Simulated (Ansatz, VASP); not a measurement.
**Two plane-wave programs on Si2I**

```xyz
6
Lattice="0.0000 3.9981 3.9981 3.9981 0.0000 3.9981 3.9981 3.9981 0.0000" Properties=species:S:1:pos:R:3 pbc="T T T"
Si    2.9986    2.9986    0.9995
Si    2.9986    0.9995    2.9986
Si    0.9995    0.9995    0.9995
Si    0.9995    2.9986    2.9986
I     5.9972    5.9972    5.9972
I     3.9981    3.9981    3.9981
```

Change from the starting cell: species swapped into the CeRh2 type (Fd-3m, No. 227).

Alike in both runs: functional PBE; k mesh 8 × 8 × 8; occupations gaussian, width 0.1 eV; no spin polarisation.

Ansatz relaxed the structure, and its values are those at the end. VASP's run is a single point on that final structure, the one shown.

|  | VASP | Ansatz |
| --- | --- | --- |
| version | VASP 6.6.1 | Ansatz 0.2.0 |
| potentials or method | VASP PAW PBE potentials, release 64 (Si, I) | scalar-relativistic, plane waves, PAW |
| plane-wave cutoff (eV) | 520 | 420 |
| valence electrons in the cell | 30 | 50 |

|  | VASP | Ansatz | Ansatz less VASP |
| --- | --- | --- | --- |
| gap on the k mesh at the Fermi level (eV) | none | none | - |
| pressure (GPa) | 0.0 | 0.0 | +0.03 |

A gap of «none» marks a metal or a gap that the smearing closes. The two sets of potentials don't hold the same shells in valence.

The runs have no spin-orbit coupling, so splittings on I are missing.
